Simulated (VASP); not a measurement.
Calculation: PBE GGA, VASP's PBE PAW potentials (set 64) (plane waves; VASP 6.6.1).

VASP input:

### KPOINTS
```
Automatic mesh
0
Gamma
9 9 9
0 0 0
```

File POSCAR:
```
MgO
2.9851790
  0.0000000000   0.7071066760   0.7071066760
  0.7071066760   0.0000000000   0.7071066760
  0.7071066760   0.7071066760   0.0000000000
Mg O
1 1
Cartesian
  0.0000000000   0.0000000000   0.0000000000
  0.7071066760   0.7071066760   0.7071066760
```

**INCAR**
```
SYSTEM  =  MgO
PREC  =  Accurate; ENCUT  =  400; LREAL  =  .FALSE.
LASPH  =  .TRUE.
EDIFF  =  1E-6; NELM  =  100; ALGO  =  Normal
ISMEAR  =  0; SIGMA  =  0.01
GGA  =  PE
ISIF  =  2
LWAVE  =  .FALSE.; LCHARG  =  .FALSE.
```

POTCAR, in this order: Mg O (PBE.64 set). Program: vasp_std.

The resulting files:

File OUTCAR:
```
 ion  position               nearest neighbor table
   1  0.000  0.000  0.000-   2 2.11   2 2.11   2 2.11   2 2.11   2 2.11   2 2.11
   2  0.500  0.500  0.500-   1 2.11   1 2.11   1 2.11   1 2.11   1 2.11   1 2.11
  LATTYP: Found a face centered cubic cell.
 ALAT       =     4.2216800000
 Subroutine PRICEL returns:
 Original cell was already a primitive cell.
 Subroutine GETGRP returns: Found 48 space group operations
The static configuration has the point symmetry O_h .
The dynamic configuration has the point symmetry O_h .
 Subroutine INISYM returns: Found 48 space group operations
 Subroutine IBZKPT returns following result:
 Found     35 irreducible k-points:

 Following reciprocal coordinates:
            Coordinates               Weight
  0.000000  0.000000  0.000000      1.000000
  0.111111  0.000000  0.000000      8.000000
  0.222222  0.000000  0.000000      8.000000
  0.333333  0.000000  0.000000      8.000000
  0.444444  0.000000  0.000000      8.000000
  0.111111  0.111111  0.000000      6.000000
  0.222222  0.111111  0.000000     24.000000
  0.333333  0.111111  0.000000     24.000000
  0.444444  0.111111  0.000000     24.000000
...
```

File OSZICAR:
```
       N       E                     dE             d eps       ncg     rms          rms(c)
DAV:   1     0.368292920638E+01    0.36829E+01   -0.42541E+03   712   0.706E+02
DAV:   2    -0.132418006797E+02   -0.16925E+02   -0.16716E+02   680   0.111E+02
DAV:   3    -0.134540639117E+02   -0.21226E+00   -0.21226E+00   712   0.126E+01
DAV:   4    -0.134542723670E+02   -0.20846E-03   -0.20846E-03   800   0.414E-01
DAV:   5    -0.134542726021E+02   -0.23513E-06   -0.23513E-06   736   0.102E-02    0.707E+00
DAV:   6    -0.119514115389E+02    0.15029E+01   -0.96075E+00   560   0.215E+01    0.228E+00
DAV:   7    -0.119356823489E+02    0.15729E-01   -0.37456E-02   616   0.227E+00    0.133E+00
DAV:   8    -0.119293629783E+02    0.63194E-02   -0.23825E-02   576   0.229E+00    0.147E-01
DAV:   9    -0.119293067943E+02    0.56184E-04   -0.31284E-04   768   0.151E-01    0.751E-02
DAV:  10    -0.119294278522E+02   -0.12106E-03   -0.14903E-04   592   0.124E-01    0.570E-03
DAV:  11    -0.119294279287E+02   -0.76429E-07   -0.68632E-07   720   0.805E-03
   1 F= -.11929428E+02 E0= -.11929428E+02  d E =-.358911E-11
```

File OUTCAR:
```
------------------------ aborting loop because EDIFF is reached ----------------------------------------
  FORCE on cell =-STRESS in cart. coord.  units (eV):
  Direction    XX          YY          ZZ          XY          YZ          ZX
  --------------------------------------------------------------------------------------
  Total       -0.2759976     -0.2759976     -0.2759976     -0.0000000      0.0000000      0.0000000
  in kB      -23.5082305    -23.5082305    -23.5082305     -0.0000000      0.0000000      0.0000000
  external PRESSURE =     -23.5082305 kB  Pullay stress =       0.0000000 kB
  volume of cell :       18.81
      direct lattice vectors                 reciprocal lattice vectors
     0.000000000  2.110840000  2.110840000    -0.236872525  0.236872525  0.236872525
     2.110840000  0.000000000  2.110840000     0.236872525 -0.236872525  0.236872525
     2.110840000  2.110840000  0.000000000     0.236872525  0.236872525 -0.236872525
  FREE ENERGIE OF THE ION-ELECTRON SYSTEM (eV)
  ---------------------------------------------------
  free  energy   TOTEN  =       -11.9294279287 eV

  energy  without entropy=      -11.9294279287  energy(sigma->0) =      -11.92942793
```
(Selected blocks of OUTCAR.)

**OUTCAR**
```
 val. band max:        3.1245822276   @ k =   0.0000   0.0000   0.0000

 cond. band min:       7.7932580896   @ k =   0.0000   0.0000   0.0000


 Fermi energy:         3.1641814646

 k-point     1 :       0.0000    0.0000    0.0000
  band No.  band energies     occupation
      1     -14.0979      2.00000
      2       3.1246      2.00000
      3       3.1246      2.00000
      4       3.1246      2.00000
      5       7.7933      0.00000
      6      18.9036      0.00000
      7      18.9036      0.00000
      8      18.9036      0.00000

 k-point     2 :       0.1111    0.0000    0.0000
  band No.  band energies     occupation
      1     -13.9702      2.00000
      2       2.3462      2.00000
      3       3.0423      2.00000
      4       3.0423      2.00000
      5       8.5451      0.00000
      6      17.4638      0.00000
      7      19.1917      0.00000
      8      19.1917      0.00000

 k-point     3 :       0.2222    0.0000    0.0000
  band No.  band energies     occupation
      1     -13.6261      2.00000
      2       0.8586      2.00000
      3       2.8439      2.00000
      4       2.8439      2.00000
      5       9.8740      0.00000
      6      15.9110      0.00000
      7      19.6892      0.00000
      8      19.6892      0.00000

 k-point     4 :       0.3333    0.0000    0.0000
  band No.  band energies     occupation
      1     -13.1937      2.00000
      2      -0.5195      2.00000
      3       2.6295      2.00000
      4       2.6295      2.00000
      5      10.7489      0.00000
      6      15.4135      0.00000
      7      19.6528      0.00000
      8      19.6528      0.00000

 k-point     5 :       0.4444    0.0000    0.0000
  band No.  band energies     occupation
      1     -12.8790      2.00000
      2      -1.3455      2.00000
      3       2.4977      2.00000
      4       2.4977      2.00000
      5      10.9785      0.00000
      6      15.6313      0.00000
      7      19.4178      0.00000
...
```

At this cut-off the stress carries a Pulay error, which pulls relaxed volumes low.

The structure comes from a computed database's MgO entry; how it stands against other phases isn't given here. The cell was not relaxed at this level. The run is one of a series of settings (AEXX removed, HFSCREEN removed, ISYM removed, LHFCALC removed, PRECFOCK removed against the base run), some of them coarse on purpose.
